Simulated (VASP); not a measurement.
Data:

```yaml
crystal:
  lattice:
    - [6.12257, 0.00000, 0.00000]
    - [0.00000, 6.12257, 0.00000]
    - [0.00000, 0.00000, 6.12257]
  atoms:
    - { symbol: Ga, position: [0.00000, 0.00000, 0.00000] }
    - { symbol: Ga, position: [0.50000, 0.50000, 0.00000] }
    - { symbol: Ga, position: [0.50000, 0.00000, 0.50000] }
    - { symbol: Sb, position: [0.25084, 0.24916, 0.24916] }
    - { symbol: Sb, position: [0.74916, 0.75084, 0.24916] }
    - { symbol: Sb, position: [0.74916, 0.24916, 0.75084] }
    - { symbol: Sb, position: [0.25084, 0.75084, 0.75084] }
    - { symbol: Al, position: [0.00000, 0.50000, 0.50000] }
```

Method: PBEsol GGA, VASP's PBE PAW potentials (set 64) (plane waves; VASP 6.6.1). Settings: 400 eV cut-off, 4×4×4 Γ-centred mesh, tetrahedra with Blöchl corrections, potentials Ga_d Sb Al.

The cores are frozen, which limits the accuracy of field gradients.

Question: Give the principal components of the electric field gradient (V/Å²) and the asymmetry η at each nucleus.

Answer: 
```tsv
atom	Vxx	Vyy	Vzz	η
Ga1	-0.1	-0.1	0.2	-
Ga2	-0.1	-0.1	0.2	-
Ga3	-0.1	-0.1	0.2	-
Sb4	30.9	30.9	-61.7	0.00
Sb5	30.9	30.9	-61.7	0.00
Sb6	30.9	30.9	-61.7	0.00
Sb7	30.9	30.9	-61.7	0.00
Al8	0.0	0.0	0.0	-
```

The structure was generated: AlGa3Sb4 was put into an ordered model structure (P-43m), which need not be its known phase. It was relaxed first.
